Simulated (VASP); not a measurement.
These are LDA (Ceperley-Alder, Perdew-Zunger), VASP's LDA PAW potentials (set 64) (plane waves; VASP) values and carry that method's errors.

The input files of a VASP run:

KPOINTS:
```
Automatic mesh
0
Gamma
18 18 18
0 0 0
```

File POSCAR:
```
Pt
1
    0.0000000000     1.9480200654     1.9480200654
    1.9480200654     0.0000000000     1.9480200654
    1.9480200654     1.9480200654    -0.0000000000
Pt
1
Direct
  0.0000000000   0.0000000000   0.0000000000
```

### INCAR
```
! general
SYSTEM  = Pt
PREC    = Accurate
ENCUT   = 520   ! plane-wave cut-off (eV)
LREAL   = .FALSE.
LASPH   = .TRUE.

! electronic loop
EDIFF   = 1E-7
NELM    = 100
ALGO    = Normal
LMAXMIX = 6   ! l cut-off of mixed one-centre charges

! smearing
ISMEAR  = -5   ! tetrahedra, Bloechl

! ions
ISIF    = 2   ! forces and stress, cell fixed

! output
LWAVE   = .FALSE.
LCHARG  = .TRUE.
LORBIT  = 11
NEDOS   = 601   ! DOS grid
```

POTCAR, in this order: Pt (LDA.64 set). Program: vasp_std.

Output of the run:

**OSZICAR**
```
       N       E                     dE             d eps       ncg     rms          rms(c)
DAV:   1     0.358680749135E+02    0.35868E+02   -0.55440E+03  3630   0.103E+03
DAV:   2    -0.753176883249E+01   -0.43400E+02   -0.42100E+02  3708   0.189E+02
DAV:   3    -0.794115937350E+01   -0.40939E+00   -0.40687E+00  4265   0.187E+01
DAV:   4    -0.794241739179E+01   -0.12580E-02   -0.12538E-02  4007   0.107E+00
DAV:   5    -0.794242555346E+01   -0.81617E-05   -0.81234E-05  4023   0.781E-02    0.140E+01
DAV:   6    -0.755624381994E+01    0.38618E+00   -0.10087E+00  3584   0.904E+00    0.722E+00
DAV:   7    -0.750930010085E+01    0.46944E-01   -0.16021E-01  3739   0.345E+00    0.264E+00
DAV:   8    -0.750461305425E+01    0.46870E-02   -0.57916E-03  3768   0.829E-01    0.485E-01
DAV:   9    -0.750447564809E+01    0.13741E-03   -0.78454E-05  3724   0.100E-01    0.381E-02
DAV:  10    -0.750447296514E+01    0.26829E-05   -0.21434E-06  3997   0.123E-02    0.238E-03
DAV:  11    -0.750447298631E+01   -0.21175E-07   -0.59499E-08  3297   0.257E-03
   1 F= -.75044730E+01 E0= -.75044730E+01  d E =0.000000E+00
```

File OUTCAR:
```
------------------------ aborting loop because EDIFF is reached ----------------------------------------
  FORCE on cell =-STRESS in cart. coord.  units (eV):
  Direction    XX          YY          ZZ          XY          YZ          ZX
  --------------------------------------------------------------------------------------
  Total        0.0115676      0.0115676      0.0115676      0.0000000      0.0000000      0.0000000
  in kB        1.2535564      1.2535564      1.2535564      0.0000000      0.0000000      0.0000000
  external PRESSURE =       1.2535564 kB  Pullay stress =       0.0000000 kB
  volume of cell :       14.78
      direct lattice vectors                 reciprocal lattice vectors
     0.000000000  1.948020065  1.948020065    -0.256670867  0.256670867  0.256670867
     1.948020065  0.000000000  1.948020065     0.256670867 -0.256670867  0.256670867
     1.948020065  1.948020065  0.000000000     0.256670867  0.256670867 -0.256670867
 POSITION                                       TOTAL-FORCE (eV/Angst)
 -----------------------------------------------------------------------------------
      0.00000      0.00000      0.00000         0.000000     -0.000000     -0.000000
 -----------------------------------------------------------------------------------
    total drift:                               -0.000000     -0.000000     -0.000000
  FREE ENERGIE OF THE ION-ELECTRON SYSTEM (eV)
  ---------------------------------------------------
  free  energy   TOTEN  =        -7.5044729863 eV

  energy  without entropy=       -7.5044729863  energy(sigma->0) =       -7.50447299

 total charge

# of ion       s       p       d       tot
------------------------------------------
    1        0.650   0.638   8.069   9.357
```
(Selected blocks of OUTCAR.)

**OUTCAR**
```
 val. band max:       11.5615418380   @ k =   0.5000   0.5000   0.0000

 cond. band min:      11.3368865327   @ k =   0.3889   0.3889   0.0000


 Fermi energy:        11.5101650908

 k-point     1 :       0.0000    0.0000    0.0000
  band No.  band energies     occupation
      1       1.0598      2.00000
      2       7.5862      2.00000
      3       7.5862      2.00000
      4       7.5862      2.00000
      5       9.8525      2.00000
      6       9.8525      2.00000
      7      26.0922      0.00000
      8      31.1279      0.00000
      9      31.1279      0.00000

 k-point     2 :       0.0556    0.0000    0.0000
  band No.  band energies     occupation
      1       1.1869      2.00000
      2       7.5279      2.00000
      3       7.6377      2.00000
      4       7.6377      2.00000
      5       9.8226      2.00000
      6       9.8226      2.00000
      7      26.2951      0.00000
      8      30.4698      0.00000
      9      31.3273      0.00000

 k-point     3 :       0.1111    0.0000    0.0000
  band No.  band energies     occupation
      1       1.5566      2.00000
      2       7.3785      2.00000
      3       7.7730      2.00000
      4       7.7730      2.00000
      5       9.7584      2.00000
      6       9.7584      2.00000
      7      26.8501      0.00000
      8      29.0825      0.00000
      9      31.9078      0.00000

 k-point     4 :       0.1667    0.0000    0.0000
  band No.  band energies     occupation
      1       2.1273      2.00000
      2       7.2124      2.00000
      3       7.9262      2.00000
      4       7.9262      2.00000
      5       9.7387      2.00000
      6       9.7387      2.00000
      7      27.4987      0.00000
      8      27.5648      0.00000
      9      32.8138      0.00000

 k-point     5 :       0.2222    0.0000    0.0000
  band No.  band energies     occupation
      1       2.8066      2.00000
      2       7.1573      2.00000
      3       7.9950      2.00000
...
```

For a metal the tetrahedron method with Blöchl corrections gives inexact stress and forces. Unless said otherwise, spin-orbit coupling is left out, though it shifts the bands of the heavy elements here.

The compound is Pt in the fcc structure. It was relaxed first.
